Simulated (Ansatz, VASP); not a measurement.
# Cross-check of Te2Mo between VASP and Ansatz, part 2 of 2

Wanted: the spread between two codes on one cell, functional and k mesh. The cell is taken from a series of runs on this material, whose earlier steps may have relaxed, scaled, displaced or heated it; both programs get it as it stands.

VASP 6.6.1 and Ansatz 0.2.0.

So far: Set-up; VASP: single point, r2SCAN.

### 3. Ansatz: single point, r2SCAN

Level of this step: Ansatz beside VASP: Kohn-Sham DFT, plane waves, r2SCAN (Ansatz).

Ansatz runs on PAW files that the input asks for by source.

The same cell, functional, mesh and smearing now go to Ansatz, which takes its cutoff from its data sets.

input.yaml

```yaml
crystal:
  lattice:
    - [5.2773, -3.0468505756, 0.0]
    - [0.0, 6.0937011512, 0.0]
    - [0.0, 0.0, 13.9736]
  atoms:
    - { symbol: Te, position: [0.3333333334, 0.3333333333, 0.379] }
    - { symbol: Te, position: [0.0, 0.6666666667, 0.379] }
    - { symbol: Te, position: [0.6666666667, 0.0, 0.379] }
    - { symbol: Te, position: [0.0, 0.3333333333, 0.879] }
    - { symbol: Te, position: [0.6666666666, 0.6666666667, 0.879] }
    - { symbol: Te, position: [0.3333333333, 0.0, 0.879] }
    - { symbol: Te, position: [0.3333333334, 0.3333333333, 0.121] }
    - { symbol: Te, position: [0.0, 0.6666666667, 0.121] }
    - { symbol: Te, position: [0.6666666667, 0.0, 0.121] }
    - { symbol: Te, position: [0.0, 0.3333333333, 0.621] }
    - { symbol: Te, position: [0.6666666666, 0.6666666667, 0.621] }
    - { symbol: Te, position: [0.3333333333, 0.0, 0.621] }
    - { symbol: Mo, position: [0.3333333334, 0.3333333333, 0.75] }
    - { symbol: Mo, position: [0.0, 0.6666666667, 0.75] }
    - { symbol: Mo, position: [0.6666666667, 0.0, 0.75] }
    - { symbol: Mo, position: [0.0, 0.3333333333, 0.25] }
    - { symbol: Mo, position: [0.6666666666, 0.6666666667, 0.25] }
    - { symbol: Mo, position: [0.3333333333, 0.0, 0.25] }
kpoints:
  mp_grid: { grid: [3, 3, 2] }
scf:
  occupations: { method: fermi_dirac, width: 0.02 }
  n_extra_bands: 13
hamiltonian:
  xc: r2scan
  pseudopotentials: { kind: paw, source: ansatz }
output:
  forces: true
  core_levels:
    shells: { Te: ["3d"], Mo: ["3d"] }
    counted_from: conduction_bottom
    add_spin: false
```

Command:

```console
$ ansatz run input.yaml --threads 4 --pin off --max-ram 16384MiB --backend cpu --events-out ev --progress --plain --runs-dir out
```

Numbers of over 12 decimals in the logs are rounded to 6 here.

The program printed:

```text
scf.n_extra_bands = 13 over 138 filled bands (N_el = 276.0): the run solves 151 bands
Engine: ansatz 0.2.0, aarch64-unknown-linux-gnu
Pseudopotentials: kind: paw
Pseudopotential: Te, paw, valence charge 16, recommended cutoff 640 eV (normal), Te.paw.azcp
Pseudopotential: Mo, paw, valence charge 14, recommended cutoff 500 eV (normal), Mo.paw.azcp
Functional definition: r2SCAN
  parameter k0 = 0.174
  parameter k1 = 0.065
  parameter a1 = 4.9479
  exchange = r2scan_x(k0 = k0, k1 = k1, a1 = a1)
  correlation = r2scan_c
Crystal: 18 atoms, lattice volume = 449.367 Å³
Basis set: ecut = 640 eV, 16605 PW (Γ), exchange–correlation on 216×216×480 points (64 copies of the dense FFT grid, shifted against one another)
Bands: 151, of which v1, the nominal top of the filled ones, is band 138 counted from 1 (137 counted from 0)
Symmetry: 72 space group operations
Space group: P63/mmc (ITA 194), of the structure as read, at distance tolerance 7.7e-5 Å
k-points: 6 of 18
Non-local potential: Te, projectors of the file, l = 0: 2, l = 1: 2, l = 2: 3, l = 3: 2
Non-local potential: Mo, projectors of the file, l = 0: 3, l = 1: 3, l = 2: 2, l = 3: 2
PAW form: soft (Blöchl's): semilocal exchange-correlation on the pseudo side does not see the compensation charge
PAW frozen core: Te, regenerated for the run's functional (the file was generated under x = pbe(κ = 0.804, μ = 0.219515), c = pbe(β = 0.066725))
PAW frozen core: Mo, regenerated for the run's functional (the file was generated under x = pbe(κ = 0.804, μ = 0.219515), c = pbe(β = 0.066725))
PAW one-centre angular grid: Te, 590 points (default); XC on 160 Gauss nodes
PAW one-centre angular grid: Mo, 590 points (default); XC on 203 of its mesh's 507 points in the sphere
Initial density: superposition of atomic densities (chi_scale 0.1, normalization cell, long waves kept (reshape's long-wave potential 0.01 eV rms))
Initial wavefunctions: pseudopotential atomic-orbital guess
Functional: x = r2scan, c = r2scan; τ floored in thin density (d = 2e-4 eV/Å³)
SCF iter   1: F=—  HF=-113781.129684 eV  |F-HF|=—  |Δ(HF+E_count)|=         —  Δρ=5.66e-2  dr2=2.14e1  dr2_τ=2.63e0  ethr=3.10e-3  ⟨swp⟩=6.7  Hψ=3701  notcnv=0
preconditioner: auto → Resta (q_TF=auto, 2.515 Å⁻¹)  ε∞=7.8  [insulator: Δε(μ)=0.829 eV  Ē_g=7.001 eV  σ=0.020 eV  W_gap=1.00  n_scr=124 (ndim 8)  ℏωp=18.2 eV  f_vac=0.008  D(μ)=0.00/eV (n_scr^D=0)  ε∞_Penn≈7.8]
SCF iter   2: F=—  HF=-113777.951781 eV  |F-HF|=—  |Δ(HF+E_count)|=    3.18e0  Δρ=2.06e-2  dr2=6.24e0  dr2_τ=2.80e0  ethr=3.10e-3  ⟨swp⟩=3.3  Hψ=1617  notcnv=0  defer=40
SCF iter   3: F=—  HF=-113777.497130 eV  |F-HF|=—  |Δ(HF+E_count)|=   4.55e-1  Δρ=1.41e-2  dr2=1.28e0  dr2_τ=3.53e-2  ethr=2.26e-3  ⟨swp⟩=2.3  Hψ=1154  notcnv=0  defer=30
SCF iter   4: F=—  HF=-113777.416788 eV  |F-HF|=—  |Δ(HF+E_count)|=   8.03e-2  Δρ=2.24e-3  dr2=5.51e-2  dr2_τ=9.76e-3  ethr=4.64e-4  ⟨swp⟩=3.2  Hψ=1492  notcnv=0  defer=28
SCF iter   5: F=—  HF=-113777.421347 eV  |F-HF|=—  |Δ(HF+E_count)|=   4.56e-3  Δρ=8.03e-4  dr2=4.44e-3  dr2_τ=5.79e-4  ethr=2.00e-5  ⟨swp⟩=3.2  Hψ=1873  notcnv=0  defer=28
SCF iter   6: F=—  HF=-113777.422520 eV  |F-HF|=—  |Δ(HF+E_count)|=   1.17e-3  Δρ=1.73e-4  dr2=2.04e-4  dr2_τ=6.70e-5  ethr=1.61e-6  ⟨swp⟩=2.5  Hψ=1667  notcnv=0  defer=28
SCF iter   7: F=—  HF=-113777.422417 eV  |F-HF|=—  |Δ(HF+E_count)|=   1.03e-4  Δρ=7.54e-5  dr2=4.05e-5  dr2_τ=8.15e-6  ethr=7.39e-8  ⟨swp⟩=2.0  Hψ=1676  notcnv=0  defer=28
SCF iter   8: F=—  HF=-113777.421951 eV  |F-HF|=—  |Δ(HF+E_count)|=   4.66e-4  Δρ=1.83e-5  dr2=2.11e-6  dr2_τ=6.91e-7  ethr=1.47e-8  ⟨swp⟩=3.0  Hψ=1821  notcnv=0  defer=28
SCF iter   9: F=—  HF=-113777.421952 eV  |F-HF|=—  |Δ(HF+E_count)|=   6.01e-7  Δρ=7.65e-6  dr2=4.30e-7  dr2_τ=7.65e-8  ethr=7.63e-10  ⟨swp⟩=2.0  Hψ=1670  notcnv=0  defer=28
SCF iter  10: F=-113777.421952 eV  HF=-113777.421952 eV  |F-HF|=1.60e-9  |Δ(HF+E_count)|=   8.56e-9  Δρ=9.77e-7  dr2=4.09e-9  dr2_τ=9.94e-10  ethr=3.62e-11  ⟨swp⟩=12.8  Hψ=5241  notcnv=0
SCF 1 converged in 10 iterations: F = -113777.421952 eV  dr2 = 4.09e-9
  greatest PAW one-centre occupation: 0.987 electrons in one spin orbital (limit 2), on the Te atom at site 8 (counted from 0), in its partial waves of l = 2
── core hole 1/2: 3d of Te 0 ──
── 3d of Te 0: 577.170 eV over the cell without the hole, in 12 iterations ──
── core hole 2/2: 3d of Mo 12 ──
── 3d of Mo 12: 230.067 eV over the cell without the hole, in 12 iterations ──
SCF converged after 10 iterations
Free energy (F): -113777.421952 eV
Harris-Foulkes:  -113777.421952 eV  (|F-HF|=1.60e-9)
Internal energy: -113777.421952 eV  (E = F + TS)
E sigma→0 (E₀):  -113777.421952 eV
Fermi energy:    13.435893 eV
--- Per-component energies (eV) ---
  E_band       = -3482.210070
  E_kinetic    = 10142.920453
  E_local      = -25860.940892  (includes V_loc(G=0)·N_el)
  E_nonlocal   = -4647.225206
  E_hartree    = 10522.111485
  E_xc         = -6799.777459
  E_vxc        = -4527.912433  (∫ρ·V_xc dr)
  E_paw        = -69186.687453  (= ΣΔE_a)
  E_vpaw       = 36.914353  (= ΣTr[D̂ρ^β])
  E_aug_tail   = 0.002451  (compensation charges beyond the density's cutoff)
  E_vtau       = 329.805746  (kinetic-family band-sum trace: ∫τ·v_τ [+ j·A + Jᵃ·Aᵃ] dr)
  E_ewald      = -27949.864847
  E_core_change = 2.039516  (= ΣΔE_core)
  E_smearing   = -0.000000  (= −TS)
  E_closure    = -0.000000  (closes the sum)
  Σ components = -113777.421952   (vs F -113777.421952, Δ=0.00e0)
--- Forces (eV/Å), atoms counted from 1 ---
  atom   1  Te     0.00000000     0.00000000    -0.05397167
  atom   2  Te     0.00000000     0.00000000    -0.05397167
  atom   3  Te     0.00000000     0.00000000    -0.05397167
  atom   4  Te    -0.00000000    -0.00000000    -0.05397167
  atom   5  Te    -0.00000000    -0.00000000    -0.05397167
  atom   6  Te    -0.00000000    -0.00000000    -0.05397167
  atom   7  Te     0.00000000     0.00000000     0.05397167
  atom   8  Te     0.00000000     0.00000000     0.05397167
  atom   9  Te     0.00000000     0.00000000     0.05397167
  atom  10  Te    -0.00000000    -0.00000000     0.05397167
  atom  11  Te    -0.00000000    -0.00000000     0.05397167
  atom  12  Te    -0.00000000    -0.00000000     0.05397167
  atom  13  Mo     0.00000000     0.00000000    -0.00000000
  atom  14  Mo     0.00000000     0.00000000     0.00000000
  atom  15  Mo     0.00000000     0.00000000    -0.00000000
  atom  16  Mo    -0.00000000    -0.00000000    -0.00000000
  atom  17  Mo    -0.00000000    -0.00000000    -0.00000000
  atom  18  Mo    -0.00000000     0.00000000     0.00000000
  max |Σ_I F_I| component: 2.31e-17 eV/Å
--- Band table (eV; the first three rows and the last of 6) ---
  k-point 0: bands = [... 134 lower, 12.7139, 12.9442, 12.9442, 13.0046, 14.0659, 14.0659, 14.0659, 14.0659, ... 9 higher]
  k-point 1: bands = [... 134 lower, 12.8077, 12.8077, 12.9008, 12.9008, 14.0730, 14.0730, 14.0730, 14.0730, ... 9 higher]
  k-point 2: bands = [... 134 lower, 12.4283, 12.4592, 12.6464, 12.6634, 13.9009, 14.3601, 14.4958, 14.6505, ... 9 higher]
  k-point 5: bands = [... 134 lower, 12.0851, 12.0851, 12.0851, 12.0851, 14.5073, 14.5073, 14.5073, 14.5073, ... 9 higher]
--- Core levels from the conduction bottom, as differences alone (as output.core_levels.counted_from types it; a hole's nearest image at 6.1 Å) ---
  the holes have no spin, as output.core_levels.add_spin types it
  atom         alike  shell      binding/eV   shift/eV difference/eV images/eV   SCF
  Te 0            12     3d               –     +0.000       577.170         –    12
  Mo 12            6     3d               –     +0.000       230.067         –    12
  the dataset of Te with a 3d hole: scattering error 0.002 eV; free atom: Dirac core, large and small components
  the two lines of Te's 3d: 3d3/2 +6.212 eV and 3d5/2 -4.141 eV off its levels, 2 : 3 in strength
  the dataset of Mo with a 3d hole: scattering error 0.004 eV; free atom: Dirac core, large and small components
  the two lines of Mo's 3d: 3d3/2 +1.908 eV and 3d5/2 -1.272 eV off its levels, 2 : 3 in strength
```

Reading the cycles: dr2 is the Hartree energy of the density residual (eV), the measure of convergence; HF is the Harris–Foulkes estimate of the energy, which meets the free energy F at convergence.

### 4. Side by side

Known differences besides the potentials themselves: VASP keeps PBE cores, Ansatz makes them for the functional; the data sets hold 276 valence electrons in Ansatz (on PAW files that the input asks for by source) and 156 in VASP; the cutoff is 640 eV in Ansatz and 440 eV in VASP. Total energies have different zeros and are not compared.

Both answers:

```csv
quantity,Ansatz,VASP,difference
gap on the k mesh (eV),0.896,0.890,+0.006
```

At this near-relaxed geometry the largest component of a force difference is 24 meV/Å. A gap on the mesh is an upper bound, since the band edges may lie between its points.

### 5. Outcome

```yaml
difference_in_gap_on_the_k_mesh_single_point_r2scan: 0.0060 eV
r_m_s_force_difference_single_point_r2scan: 11 meV/Å
```

**Reading.** The r.m.s. force difference is 11 meV/Å (single point, r2SCAN), within the 12 meV/Å picked in this series as the mark of a large difference. The data sets hold unlike numbers of valence electrons (276 in Ansatz and 156 in VASP), so part of the differences comes from the potentials. How closely two codes agree says nothing of how well the functional describes the real material.

[Lines on the potential files, build, host, timing and source positions are cut from VASP's logs without a mark.]

[Logs are printed without paths, hosts, clocks, repeated set-up lines and the standing remarks that a program may print on its own settings, such as how far it seeks lower states.]

[Hosts, paths, dates, database ids (printed as entryN), source tags and the programs' standing remarks are cut or masked in the printed files.]
